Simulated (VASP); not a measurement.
Data:

```xyz
2
Lattice="0.0000 2.5388 2.5388 2.5388 0.0000 2.5388 2.5388 2.5388 0.0000" Properties=species:S:1:pos:R:3 pbc="T T T"
Sr     2.5388     2.5388     2.5388
O      0.0000     0.0000     0.0000
```

Level of theory: LDA (Ceperley-Alder, Perdew-Zunger), VASP's LDA PAW potentials (set 64) (plane waves; VASP). Settings: 650 eV cut-off, 8×8×8 Γ-centred mesh, Gaussian smearing of 0.050 eV, potentials Sr_sv O.

Problem. Give the elastic stiffness tensor with the ions relaxed (GPa, in the frame of the cell).

Solution. 
|  | xx | yy | zz | yz | xz | xy |
|---|---|---|---|---|---|---|
| xx | 211 | 51.0 | 51.0 | 0.0 | 0.0 | 0.0 |
| yy | 51.0 | 211 | 51.0 | 0.0 | 0.0 | 0.0 |
| zz | 51.0 | 51.0 | 211 | 0.0 | 0.0 | 0.0 |
| yz | 0.0 | 0.0 | 0.0 | 56.1 | 0.0 | 0.0 |
| xz | 0.0 | 0.0 | 0.0 | 0.0 | 56.1 | 0.0 |
| xy | 0.0 | 0.0 | 0.0 | 0.0 | 0.0 | 56.1 |

Problem. What does the run give for the Hill bulk modulus, Hill shear modulus, Young's modulus, Poisson's ratio?

Solution. 
```yaml
hill_bulk_modulus: 104 GPa
hill_shear_modulus: 64.7 GPa
Young's modulus: 161 GPa
Poisson's ratio: 0.243
```

The structure comes from a computed database's SrO entry (Fm-3m); how it stands against other phases isn't given here. It was relaxed first, which changed the volume by -5 %.
